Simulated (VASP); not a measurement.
Data:

```
CELL_PARAMETERS angstrom
     -1.50477     1.50477     1.50477
      1.50477    -1.50477     1.50477
      1.50477     1.50477    -1.50477
ATOMIC_POSITIONS crystal
  V  0.00000 0.00000 0.00000
```

Computed with vdW-DF2, VASP's PBE PAW potentials (set 64) (plane waves; VASP). Run with 520 eV cut-off, 17×17×17 Γ-centred mesh, first-order Methfessel-Paxton smearing of 0.10 eV, potentials V_sv.

**Question.** Give the stress tensor in GPa (positive for a compressed cell).

**Answer.** 
```
5.69  0.00  0.00
0.00  5.69  0.00
0.00  0.00  5.69
```
The pressure is its mean diagonal, 5.69 GPa.

The compound is V in the bcc structure. This cell is one point of a volume scan, at 0.97 of the reference volume. The run is not spin-polarised, so no magnetic state was tried.
